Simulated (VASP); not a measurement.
Consider the following.

```
CELL_PARAMETERS angstrom
      0.00000     3.65055     3.65055
      3.65055     0.00000     3.65055
      3.65055     3.65055     0.00000
ATOMIC_POSITIONS crystal
  Ir 0.12500 0.12500 0.12500
  Ir 0.62500 0.12500 0.12500
  Ir 0.12500 0.62500 0.12500
  Ir 0.12500 0.12500 0.62500
  Au 0.75000 0.75000 0.75000
  Au 0.50000 0.50000 0.50000
```

All values below come from PBE GGA, VASP's PBE PAW potentials (set 64) (plane waves; VASP 6.6.1). Run with 300 eV cut-off, 5×5×5 Γ-centred mesh, Fermi-Dirac smearing of 0.10 eV, potentials Ir Au.

At this cut-off the stress carries a Pulay error, which pulls relaxed volumes low.

Q: Give the stress tensor in GPa (positive for a compressed cell).

A: 
```
7.59  0.00  0.00
0.00  7.59  0.00
0.00  0.00  7.59
```
The pressure is its mean diagonal, 7.59 GPa.

The structure was generated: Ir2Au was put into an ordered model structure, which need not be its known phase. The cell was not relaxed at this level.
